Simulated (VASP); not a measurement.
Input for VASP

### KPOINTS
```
Automatic mesh
0
Gamma
11 11 11
0 0 0
```

**INCAR**
```
SYSTEM = Ta
PREC = Accurate
ENCUT = 400
EDIFF = 1E-6
NELM = 100
ALGO = Normal
LREAL = .FALSE.
LASPH = .TRUE.
ISMEAR = 1
SIGMA = 0.1
GGA = PE
LMAXMIX = 6
LWAVE = .FALSE.
LCHARG = .FALSE.
ISIF = 2
LEPSILON = .TRUE.
```

**POSCAR**
```
Ta
1
   -1.6830000000     1.6830000000     1.6830000000
    1.6830000000    -1.6830000000     1.6830000000
    1.6830000000     1.6830000000    -1.6830000000
Ta
1
Direct
  0.0000000000   0.0000000000   0.0000000000
```

POTCAR, in this order: Ta_pv (PBE.64 set). Program: vasp_std.

Task: Does this input run properly? What does VASP do?

Result: There is a fault: LEPSILON was set for a metal. The run ends without an error. Against the sound run, the energy per atom (σ→0) stays essentially unchanged; the pressure is nearly the same.

standard output:
```
...
RMM:   1    -0.123741566350E+01   -0.12374E+01   -0.84230E+00  1771   0.749E+00
RMM:   2    -0.133283459914E+01   -0.95419E-01   -0.30453E-02  1689   0.123E+00
RMM:   3    -0.133305252790E+01   -0.21793E-03   -0.23221E-03  1631   0.217E-01
RMM:   4    -0.133307187367E+01   -0.19346E-04   -0.21636E-04  1793   0.602E-02
RMM:   5    -0.133307463583E+01   -0.27622E-05   -0.25203E-05  1603   0.150E-02
RMM:   6    -0.133307479380E+01   -0.15796E-06   -0.26010E-06  1248   0.458E-03
 change of polarisation eV/A/(eV/A) component  3 :    -0.253     0.090     2.666
 dielectric tensor                  component  3 :    -2.400     0.852    26.301
 Linear response to external field, progress :
  Direction:   1
       N       E                     dE             d eps       ncg     rms          rms(c)
RMM:   1    -0.878113104402E+00   -0.87811E+00   -0.52745E+00  3835   0.739E+00
RMM:   2    -0.966440126898E+00   -0.88327E-01   -0.26935E-02  3788   0.120E+00    0.962E-01
RMM:   3    -0.958015893423E+00    0.84242E-02   -0.12932E-02  3458   0.112E+00    0.467E-01
RMM:   4    -0.963002123919E+00   -0.49862E-02   -0.76314E-03  3759   0.866E-01    0.106E-01
RMM:   5    -0.966226211180E+00   -0.32241E-02   -0.42586E-04  3488   0.228E-01    0.154E-02
RMM:   6    -0.966528590425E+00   -0.30238E-03   -0.60099E-05  3779   0.701E-02    0.598E-03
RMM:   7    -0.966594934709E+00   -0.66344E-04   -0.63912E-06  3556   0.234E-02    0.250E-03
RMM:   8    -0.966586206842E+00    0.87279E-05   -0.12079E-06  3628   0.911E-03    0.382E-04
RMM:   9    -0.966589785876E+00   -0.35790E-05   -0.23633E-07  3428   0.327E-03    0.346E-04
RMM:  10    -0.966583200076E+00    0.65858E-05   -0.19354E-08  1558   0.859E-04    0.242E-04
RMM:  11    -0.966586499724E+00   -0.32996E-05   -0.56710E-09   595   0.377E-04    0.779E-05
RMM:  12    -0.966586188903E+00    0.31082E-06   -0.28463E-09   363   0.328E-04    0.313E-05
 change of polarisation eV/A/(eV/A) component  1 :     1.908    -0.050    -0.012
 dielectric tensor                  component  1 :    19.104    -0.478    -0.111
 Linear response to external field, progress :
  Direction:   2
       N       E                     dE             d eps       ncg     rms          rms(c)
RMM:   1    -0.878111413468E+00   -0.87811E+00   -0.52745E+00  3835   0.739E+00
RMM:   2    -0.966440016555E+00   -0.88329E-01   -0.26939E-02  3785   0.120E+00    0.962E-01
RMM:   3    -0.958016034017E+00    0.84240E-02   -0.12932E-02  3458   0.112E+00    0.467E-01
RMM:   4    -0.963002896554E+00   -0.49869E-02   -0.76335E-03  3760   0.867E-01    0.106E-01
RMM:   5    -0.966227039736E+00   -0.32241E-02   -0.42601E-04  3490   0.228E-01    0.154E-02
RMM:   6    -0.966528827279E+00   -0.30179E-03   -0.60133E-05  3774   0.701E-02    0.598E-03
RMM:   7    -0.966595287438E+00   -0.66460E-04   -0.64218E-06  3556   0.235E-02    0.250E-03
RMM:   8    -0.966586468728E+00    0.88187E-05   -0.11273E-06  3625   0.912E-03    0.382E-04
RMM:   9    -0.966590064210E+00   -0.35955E-05   -0.13872E-08  3412   0.328E-03    0.346E-04
RMM:  10    -0.966583477508E+00    0.65867E-05   -0.18518E-08  1525   0.859E-04    0.239E-04
RMM:  11    -0.966586761288E+00   -0.32838E-05   -0.45347E-09   602   0.378E-04    0.780E-05
RMM:  12    -0.966586450028E+00    0.31126E-06   -0.21010E-09   363   0.328E-04    0.316E-05
 change of polarisation eV/A/(eV/A) component  2 :    -0.009     1.908     0.033
 dielectric tensor                  component  2 :    -0.087    19.104     0.313
 Linear response to external field, progress :
  Direction:   3
       N       E                     dE             d eps       ncg     rms          rms(c)
RMM:   1    -0.878265812140E+00   -0.87827E+00   -0.52761E+00  3835   0.738E+00
RMM:   2    -0.966440474023E+00   -0.88175E-01   -0.26871E-02  3781   0.120E+00    0.962E-01
RMM:   3    -0.958015855971E+00    0.84246E-02   -0.12915E-02  3458   0.112E+00    0.467E-01
RMM:   4    -0.963002819659E+00   -0.49870E-02   -0.76321E-03  3761   0.866E-01    0.106E-01
RMM:   5    -0.966225856150E+00   -0.32230E-02   -0.42513E-04  3489   0.228E-01    0.154E-02
RMM:   6    -0.966528384577E+00   -0.30253E-03   -0.59936E-05  3764   0.700E-02    0.597E-03
RMM:   7    -0.966595046712E+00   -0.66662E-04   -0.63776E-06  3554   0.234E-02    0.250E-03
RMM:   8    -0.966586132757E+00    0.89140E-05   -0.11993E-06  3624   0.909E-03    0.381E-04
RMM:   9    -0.966589703912E+00   -0.35712E-05   -0.20988E-07  3400   0.327E-03    0.344E-04
RMM:  10    -0.966583155683E+00    0.65482E-05   -0.19408E-08  1525   0.853E-04    0.237E-04
RMM:  11    -0.966586419047E+00   -0.32634E-05   -0.54128E-09   593   0.379E-04    0.782E-05
RMM:  12    -0.966586105270E+00    0.31378E-06   -0.28439E-09   349   0.328E-04    0.316E-05
 change of polarisation eV/A/(eV/A) component  3 :    -0.045    -0.022     1.908
 dielectric tensor                  component  3 :    -0.425    -0.209    19.104
 Born effective charges drift removed
```

File OUTCAR:
```
------------------------ aborting loop because EDIFF is reached ----------------------------------------

 HEAD OF MICROSCOPIC STATIC DIELECTRIC TENSOR (INDEPENDENT PARTICLE, excluding Hartree and local field effects)
 ------------------------------------------------------
          19.347421    -0.000000    -0.000000
           0.000000    19.347421     0.000000
           0.000000    -0.000000    19.347421
 ------------------------------------------------------

 MACROSCOPIC STATIC DIELECTRIC TENSOR (including local field effects in DFT)
 ------------------------------------------------------
          19.104448     0.000000     0.000000
           0.000000    19.104448     0.000000
          -0.000000    -0.000000    19.104448
 ------------------------------------------------------

 PIEZOELECTRIC TENSOR (including local field effects)  for field in x, y, z        (e  Angst)
          XX          YY          ZZ          XY          YZ          ZX
  --------------------------------------------------------------------------------
  x     0.00000     0.00000     0.00000     0.00000     0.00000     0.00000
  y     0.00000     0.00000     0.00000     0.00000     0.00000     0.00000
  z     0.00000     0.00000     0.00000     0.00000     0.00000     0.00000

 PIEZOELECTRIC TENSOR (including local field effects)  for field in x, y, z        (C/m^2)
          XX          YY          ZZ          XY          YZ          ZX
  --------------------------------------------------------------------------------
  x     0.00000     0.00000     0.00000     0.00000     0.00000     0.00000
  y     0.00000     0.00000     0.00000     0.00000     0.00000     0.00000
  z     0.00000     0.00000     0.00000     0.00000     0.00000     0.00000

 BORN EFFECTIVE CHARGES (including local field effects) (in |e|, cummulative output)
 ---------------------------------------------------------------------------------
 ion    1
    1     0.00000     0.00000     0.00000
    2     0.00000     0.00000     0.00000
    3     0.00000     0.00000     0.00000
```
(Selected blocks of OUTCAR.)

To mend it, drop LEPSILON, since a metal has no finite static dielectric tensor or Born charges. The plain static run on this cell (PBE GGA, plane waves, VASP's PBE PAW potentials (set 64)) converges, and its OSZICAR ends with
```
   1 F= -.11794186E+02 E0= -.11794125E+02  d E =-.184620E-03
```

The compound is Ta in the bcc structure. The cell was not relaxed at this level.
